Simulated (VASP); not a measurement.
# Te₃As₂ (space group C2/m): computed properties

Method: PBEsol GGA, VASP's PBE PAW potentials (set 64) (plane waves; VASP).

```yaml
space_group: C2/m (12)
cell: a = 14.156 Å, b = 4.018 Å, c = 9.765 Å, α = γ = 90.00°, β = 96.11°
volume_per_atom: 27.61 Å³/atom
band gap (over mesh and band path): 0.19 eV
smallest direct gap (over mesh and band path): 0.43 eV
band_edge_character: indirect, A-Γ at 0.44 to Y2
density: 6.41 g/cm³
```

As2Te3 is taken in the monoclinic space group C2/m (No. 12), Pearson symbol mS20. Cell: a = 14.1559 Å, b = 4.0175 Å, c = 9.7652 Å, α = γ = 90.00°, β = 96.11°. Te1 on 4i is coordinated by 2 As at 2.764 Å and 1 As at 2.927 Å (trigonal pyramidal). Te2 on 4i is coordinated by 1 As at 2.679 Å and 2 As at 2.939 Å and 2 As at 3.117 Å (no clear gap to further neighbours). Te3 on 4i is coordinated by 3 As at 2.792–2.813 Å (trigonal pyramidal). As1 on 4i has 3 Te at 2.679–2.764 Å and 2 Te at 3.117 Å (square pyramidal). As2 on 4i is surrounded by 6 Te at 2.792–2.939 Å (octahedral). (Neighbours: up to the widest gap in distance over summed covalent radii, below 1.35, at either atom.)
(The calculation used a cell of 10 atoms; values per cell refer to that cell.)

Without a dispersion term in the relaxation, distances and binding between the weakly bound layers, chains or molecules are unreliable, and so is what depends on them. Unless said otherwise, spin-orbit coupling is left out, though it shifts the bands of the heavy elements here.

The structure comes from a computed database's Te3As2 entry (C2/m); how it stands against other phases isn't given here. It was relaxed first, which changed the volume by -10 %. Symmetry was kept, so distortions that lower it aren't found.
